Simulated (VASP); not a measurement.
The system is Be.

```
Be
1.0
     2.28580    0.00000    0.00000
    -1.14290    1.97956    0.00000
     0.00000    0.00000    3.58430
Be
2
Cartesian
  0.0000 1.3197 0.8961
  1.1429 0.6599 2.6882
```

* Program: VASP 6.6.1
* Task: relaxation of cell and atoms
* Functional: PBE
* Dispersion: D3(BJ)
* Potentials or basis: VASP PAW PBE potentials, release 64 (Be)
* Cutoff: 600 eV
* k mesh: 21 × 21 × 12
* Occupations: gaussian, width 0.1 eV
* Spin: no spin polarisation

At the start: pressure -9.9 GPa; volume 8.11 Å³/atom.

Task: Where does the relaxation end?

Result: Over 7 steps the energy falls by 22.2 meV/atom and the volume is 7.44 Å³/atom (-8.3 %); space group P6_3/mmc (No. 194, to 0.05 Å).

The path:
```csv
step,energy change (eV),largest force (eV/Å),pressure (GPa),volume (Å³)
1,0.0000,0.0000,-9.88,16.22
2,-0.0431,0.0000,-1.62,15.07
3,-0.0441,0.0000,-0.03,14.89
4,-0.0441,0.0000,0.20,14.86
5,-0.0443,0.0000,0.17,14.86
6,-0.0443,0.0000,0.17,14.86
7,-0.0444,0.0000,0.01,14.88
```

Final structure:
```
Be
1.0
     2.21517    0.00000    0.00000
    -1.10758    1.91839    0.00000
     0.00000    0.00000    3.50150
Be
2
Direct
  0.33333 0.66667 0.25000
  0.66667 0.33333 0.75000
```

Caveat: pairwise dispersion overbinds metals, which lowers pressure and volume.
